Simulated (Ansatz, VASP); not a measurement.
# SbAs: VASP beside Ansatz, part 2 of 2

One calculation is typed for both programs; each brings its own data sets. How far apart do they land? The cell is generated by rule, not measured, and may not be a known phase. The cell is taken from a series of runs on this material, whose earlier steps may have relaxed, scaled, displaced or heated it; both programs get it as it stands.

VASP 6.6.1 and Ansatz 0.2.0.

So far. Step 3 (VASP: single point, PBEsol, pair 1): The run ends at a pressure of 0.21 GPa, with forces up to 0.14 eV/Å. Step 5 (Ansatz: single point, PBEsol, pair 2): The run ends at a pressure of -0.09 GPa, with forces up to 0.22 eV/Å.

**6. VASP: single point, PBEsol, pair 2**

Level of this step: PBEsol; plane waves and PAW (Sb, As); invented cell (VASP).

The same cell, functional, mesh and smearing now go to VASP, with its own data sets.

INCAR reads:

```
SYSTEM = SbAs
PREC = Accurate
ENCUT = 500
EDIFF = 1E-06
NELM = 120
ISMEAR = 1
SIGMA = 0.2
LREAL = .FALSE.
ALGO = Normal
GGA = PS
NBANDS = 28
LORBIT = 11
LWAVE = .FALSE.
LCHARG = .FALSE.
ISIF = 2
LASPH = .TRUE.
GGA_COMPAT = .FALSE.
KPAR = 2
```

POSCAR reads:

```
SbAs
1.0
    0.0000000000     -3.2138340659     -3.2138340659
    0.0000000000      3.2138340659     -3.2138340659
   12.8553362638      0.0000000000      0.0000000000
Sb As
4 4
Direct
    0.5000000000      0.5180527398      0.2500000000
    0.5000000000      0.4819472602      0.7500000000
    0.0000000000      0.0461871993      0.0000000000
    0.0000000000      0.9538128007      0.5000000000
    0.0000000000      0.5484043322      0.8750000000
    0.0000000000      0.4515956678      0.3750000000
    0.5000000000      0.9745381862      0.6250000000
    0.5000000000      0.0254618138      0.1250000000
```

KPOINTS reads:

```
Automatic mesh
0
Gamma
8 8 4
0 0 0
```

Potentials, in the order of the species: Sb and As (PBE family, release 64).

Started as:

```sh
> mpirun -np 2 vasp_std
```

Numbers of over 12 decimals in the logs are rounded to 6 here.

Output:

```text
[banner, memory and clock lines left out]
running    2 mpi-ranks, on    1 nodes
[...]
[... a notice as in an earlier step ...]

 LDA part: xc-table for (Slater+PW92), standard interpolation
 POSCAR, INCAR and KPOINTS ok, starting setup
[...]
entering main loop
       N       E                     dE             d eps       ncg     rms          rms(c)
DAV:   1     0.185035473761E+03    0.18504E+03   -0.13557E+04  4200   0.109E+03
DAV:   2    -0.165721716595E+02   -0.20161E+03   -0.19636E+03  5240   0.175E+02
DAV:   3    -0.356336434441E+02   -0.19061E+02   -0.18580E+02  5188   0.567E+01
DAV:   4    -0.361328148010E+02   -0.49917E+00   -0.49488E+00  5360   0.948E+00
[...]
DAV:  11    -0.357708601822E+02   -0.17446E-04   -0.43623E-05  4800   0.260E-02    0.733E-03
DAV:  12    -0.357708587402E+02    0.14421E-05   -0.66994E-06  4784   0.107E-02    0.455E-03
DAV:  13    -0.357708590945E+02   -0.35436E-06   -0.10340E-06  2712   0.423E-03
   1 F= -.35770859E+02 E0= -.35767376E+02  d E =-.104502E-01
```

Parts of OUTCAR (step 6):

```text
  Total        0.0350377      0.0719395      0.0719395      0.0000000     -0.3295012      0.0000000
  in kB        0.2113908      0.4340280      0.4340280      0.0000000     -1.9879583      0.0000000
  external PRESSURE =       0.3598156 kB  Pullay stress =       0.0000000 kB

 POSITION                                       TOTAL-FORCE (eV/Angst)
 -----------------------------------------------------------------------------------
      3.21383      0.05802     -3.27185         0.079842      0.056420     -0.056420
      9.64150     -0.05802     -3.15582         0.079842     -0.056420      0.056420
      0.00000      0.14844     -0.14844         0.058088      0.146520     -0.146520
      6.42767      3.06540     -3.06540         0.058088     -0.146520      0.146520
     11.24842      1.76248     -1.76248        -0.093935      0.081784     -0.081784
      4.82075      1.45135     -1.45135        -0.093935     -0.081784      0.081784
      8.03459      1.52509     -4.73892        -0.043994     -0.051787      0.051787
      1.60692     -1.52509     -1.68875        -0.043994      0.051787     -0.051787
 -----------------------------------------------------------------------------------
    total drift:                               -0.000044     -0.000000      0.000000

  FREE ENERGIE OF THE ION-ELECTRON SYSTEM (eV)
  ---------------------------------------------------
  free  energy   TOTEN  =       -35.7708590945 eV

  energy  without entropy=      -35.7604089247  energy(sigma->0) =      -35.76737570

[... 2 parts as in an earlier step ...]

[... 1 further part left out ...]
[key lines of the parts left out:]
E-fermi :   3.9485
```

The run ends at a pressure of 0.04 GPa, with forces up to 0.22 eV/Å.

**7. Differences**

What differs besides the data sets and the points named for the pairs above, as far as they apply: the data sets hold 120 valence electrons in Ansatz (on its default PAW (the set named soft_2) files) and 40 in VASP. Total energies have different zeros and are not compared.

The two programs side by side:

| quantity | Ansatz | VASP | difference |
| --- | --- | --- | --- |
| pressure (GPa) | -0.09 | 0.04 | -0.13 |

Forces (eV/Å; atoms numbered as in POSCAR):

| atom | Ansatz x, y, z | VASP x, y, z |
| --- | --- | --- |
| Sb1 | 0.079, 0.046, -0.046 | 0.080, 0.056, -0.056 |
| Sb2 | 0.079, -0.046, 0.046 | 0.080, -0.056, 0.056 |
| Sb3 | 0.059, 0.148, -0.148 | 0.058, 0.147, -0.147 |
| Sb4 | 0.059, -0.148, 0.148 | 0.058, -0.147, 0.147 |
| As5 | -0.094, 0.079, -0.079 | -0.094, 0.082, -0.082 |
| As6 | -0.094, -0.079, 0.079 | -0.094, -0.082, 0.082 |
| As7 | -0.043, -0.061, 0.061 | -0.044, -0.052, 0.052 |
| As8 | -0.043, 0.061, -0.061 | -0.044, 0.052, -0.052 |

The forces differ by 6.0 meV/Å r.m.s., which is 7.0 % of the r.m.s. force of 0.086 eV/Å (both taken over all components).

**8. Ansatz: single point, PBEsol, pair 3**

With cell and atoms fixed, the geometry can't cause a difference; cores, projectors, grids and the points listed under the comparison can.

The cell is taken from a series of runs on this material, whose earlier steps may have relaxed, scaled, displaced or heated it; both programs get it as it stands.

input.yaml reads:

```yaml
crystal:
  lattice:
    - [0.0, -3.2138340659, -3.2138340659]
    - [0.0, 3.2138340659, -3.2138340659]
    - [12.8553362638, 0.0, 0.0]
  atoms:
    - { symbol: Sb, position: [0.5, 0.5262585306, 0.25] }
    - { symbol: Sb, position: [0.5, 0.4737414694, 0.75] }
    - { symbol: Sb, position: [0.0, 0.0671813808, 0.0] }
    - { symbol: Sb, position: [0.0, -0.0671813808, 0.5] }
    - { symbol: As, position: [0.0, 0.5704063014, 0.875] }
    - { symbol: As, position: [0.0, 0.4295936986, 0.375] }
    - { symbol: As, position: [0.5, -0.0370353655, 0.625] }
    - { symbol: As, position: [0.5, 0.0370353655, 0.125] }
kpoints:
  mp_grid: { grid: [8, 8, 4] }
hamiltonian:
  xc: pbesol
scf:
  occupations: { method: methfessel_paxton, width: 0.2 }
output:
  forces: true
  stress: true
  eigenvalues: true
```

Started as:

```sh
> ansatz run input.yaml --threads 4 --pin off --max-ram 7168MiB --backend cpu --events-out ev --progress --plain --runs-dir out
```

Output:

```text
[...]
Crystal: 8 atoms, lattice volume = 265.559 Å³
Basis set: ecut = 420 eV, 5187 PW (Γ), exchange–correlation on 64×64×180 points (8 copies of the dense FFT grid, shifted against one another)
Bands: 72, of which v1, the nominal top of the filled ones, is band 60 counted from 1 (59 counted from 0)
Symmetry: 4 space group operations
[...]
k-points: 75 of 256 (time reversal used)
[...]
k-point 0: bands = [... 56 lower, 5.0425, 6.1710, 6.2447, 6.4120, 6.4615, 6.5990, 6.6083, 7.5437, ... 8 higher]
  k-point 1: bands = [... 56 lower, 5.2032, 6.0613, 6.1692, 6.3511, 6.4666, 6.5446, 6.8731, 7.4755, ... 8 higher]
  k-point 2: bands = [... 56 lower, 5.6417, 5.6417, 6.2155, 6.2155, 6.5450, 6.5450, 7.1884, 7.1884, ... 8 higher]
  k-point 74: bands = [... 56 lower, 6.4992, 6.4992, 6.7070, 6.7070, 7.1196, 7.1196, 7.3227, 7.3227, ... 8 higher]
[key lines of the parts left out:]
SCF converged after 7 iterations
Free energy (F): -44881.594650 eV
Fermi energy:    6.929472 eV
P = ⅓ Tr σ = -0.4075 GPa (-4.075 kbar)
```

The run ends at a pressure of -0.41 GPa, with forces up to 0.29 eV/Å.

**9. VASP: single point, PBEsol, pair 3**

The same cell, functional, mesh and smearing now go to VASP, with its own data sets.

INCAR is that of step 6.

POSCAR reads:

```
SbAs
1.0
    0.0000000000     -3.2138340659     -3.2138340659
    0.0000000000      3.2138340659     -3.2138340659
   12.8553362638      0.0000000000      0.0000000000
Sb As
4 4
Direct
    0.5000000000      0.5262585306      0.2500000000
    0.5000000000      0.4737414694      0.7500000000
    0.0000000000      0.0671813808      0.0000000000
    0.0000000000      0.9328186192      0.5000000000
    0.0000000000      0.5704063014      0.8750000000
    0.0000000000      0.4295936986      0.3750000000
    0.5000000000      0.9629646345      0.6250000000
    0.5000000000      0.0370353655      0.1250000000
```

KPOINTS is that of step 6.

Started as:

```sh
> mpirun -np 2 vasp_std
```

Output:

```text
[... set-up lines as in an earlier step ...]
 entering main loop
       N       E                     dE             d eps       ncg     rms          rms(c)
DAV:   1     0.185447777127E+03    0.18545E+03   -0.13536E+04  4200   0.109E+03
DAV:   2    -0.166383996853E+02   -0.20209E+03   -0.19681E+03  5240   0.175E+02
DAV:   3    -0.357192687295E+02   -0.19081E+02   -0.18644E+02  5172   0.569E+01
DAV:   4    -0.362134007799E+02   -0.49413E+00   -0.49006E+00  5344   0.949E+00
[...]
DAV:  10    -0.358536665012E+02   -0.15777E-04   -0.73546E-05  5464   0.381E-02    0.312E-02
DAV:  11    -0.358536846643E+02   -0.18163E-04   -0.39502E-05  4792   0.256E-02    0.847E-03
DAV:  12    -0.358536837279E+02    0.93644E-06   -0.54276E-06  4772   0.101E-02
   1 F= -.35853684E+02 E0= -.35852469E+02  d E =-.364530E-02
```

From OUTCAR (step 9):

```text
  Total       -0.4697186     -0.4520235     -0.4520235      0.0000000     -0.5763156      0.0000000
  in kB       -2.8339229     -2.7271638     -2.7271638      0.0000000     -3.4770478      0.0000000
  external PRESSURE =      -2.7627501 kB  Pullay stress =       0.0000000 kB

 POSITION                                       TOTAL-FORCE (eV/Angst)
 -----------------------------------------------------------------------------------
      3.21383      0.08439     -3.29822         0.162958      0.051253     -0.051253
      9.64150     -0.08439     -3.12944         0.162958     -0.051253      0.051253
      0.00000      0.21591     -0.21591         0.101445      0.192833     -0.192833
      6.42767      2.99792     -2.99792         0.101445     -0.192833      0.192833
     11.24842      1.83319     -1.83319        -0.177978      0.065811     -0.065811
      4.82075      1.38064     -1.38064        -0.177978     -0.065811      0.065811
      8.03459      1.48789     -4.70173        -0.086425     -0.071228      0.071228
      1.60692     -1.48789     -1.72594        -0.086425      0.071228     -0.071228
 -----------------------------------------------------------------------------------
    total drift:                               -0.000115     -0.000000      0.000000

  FREE ENERGIE OF THE ION-ELECTRON SYSTEM (eV)
  ---------------------------------------------------
  free  energy   TOTEN  =       -35.8536837279 eV

  energy  without entropy=      -35.8500384257  energy(sigma->0) =      -35.85246863

[... 2 parts as in an earlier step ...]

[... 1 further part left out ...]
[key lines of the parts left out:]
E-fermi :   3.9419
```

The run ends at a pressure of -0.28 GPa, with forces up to 0.29 eV/Å.

**10. Comparison**

What differs besides the data sets and the points named for the pairs above, as far as they apply: the data sets hold 120 valence electrons in Ansatz (on its default PAW (the set named soft_2) files) and 40 in VASP. Total energies have different zeros and are not compared.

Compared:

| quantity | Ansatz | VASP | difference |
| --- | --- | --- | --- |
| pressure (GPa) | -0.41 | -0.28 | -0.13 |

Forces (eV/Å; atoms numbered as in POSCAR):

| atom | Ansatz x, y, z | VASP x, y, z |
| --- | --- | --- |
| Sb1 | 0.160, 0.037, -0.037 | 0.163, 0.051, -0.051 |
| Sb2 | 0.160, -0.037, 0.037 | 0.163, -0.051, 0.051 |
| Sb3 | 0.102, 0.194, -0.194 | 0.101, 0.193, -0.193 |
| Sb4 | 0.102, -0.194, 0.194 | 0.101, -0.193, 0.193 |
| As5 | -0.177, 0.062, -0.062 | -0.178, 0.066, -0.066 |
| As6 | -0.177, -0.062, 0.062 | -0.178, -0.066, 0.066 |
| As7 | -0.085, -0.084, 0.084 | -0.086, -0.071, 0.071 |
| As8 | -0.085, 0.084, -0.084 | -0.086, 0.071, -0.071 |

The forces differ by 8.2 meV/Å r.m.s., which is 6.8 % of the r.m.s. force of 0.121 eV/Å (both taken over all components).

**11. What came out**

```
r.m.s. force difference (single point, PBEsol, pair 1) : 4.0 meV/Å
r.m.s. force difference (single point, PBEsol, pair 2) : 6.0 meV/Å
r.m.s. force difference (single point, PBEsol, pair 3) : 8.2 meV/Å
```

**Reading.** The r.m.s. force difference is 8.2 meV/Å (single point, PBEsol, pair 3), within the 12 meV/Å picked in this series as the mark of a large difference. The data sets hold unlike numbers of valence electrons (120 in Ansatz and 40 in VASP), so part of the differences comes from the potentials. 1 further run of this series is not shown here. How closely two codes agree says nothing of how well the functional describes the real material.

[Lines on the potential files, build, host, timing and source positions are cut from VASP's logs without a mark.]

[Logs are printed without paths, hosts, clocks, repeated set-up lines and the standing remarks that a program may print on its own settings, such as how far it seeks lower states.]

[Hosts, paths, dates, database ids (printed as entryN), source tags and the programs' standing remarks are cut or masked in the printed files.]
